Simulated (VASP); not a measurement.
Energy against volume of SrTe (rock salt). All values below come from PBE GGA with D3 dispersion (Becke-Johnson damping), VASP's PBE PAW potentials (set 64) (plane waves; VASP). Run with 520 eV cut-off, 7×7×7 Γ-centred mesh, Gaussian smearing of 0.050 eV, potentials Sr_sv Te.

```csv
V (Å³/atom),E (eV/atom)
34.161,-4.45421
35.251,-4.46660
36.341,-4.47044
37.431,-4.46698
```

Q: Fit these four points and predict the energy of the run at 38.522 Å³/atom.

A: A cubic in V^(−2/3), the third-order Birch-Murnaghan form, passes through the four points with V0 = 36.34 Å³/atom and B0 = 36 GPa, and gives -4.4573 eV/atom there. The run gave -4.4573 eV/atom, +0.0 meV/atom from the fit; all five points give B0 = 36 GPa.

The compound is SrTe in the rock salt structure. It was relaxed first.
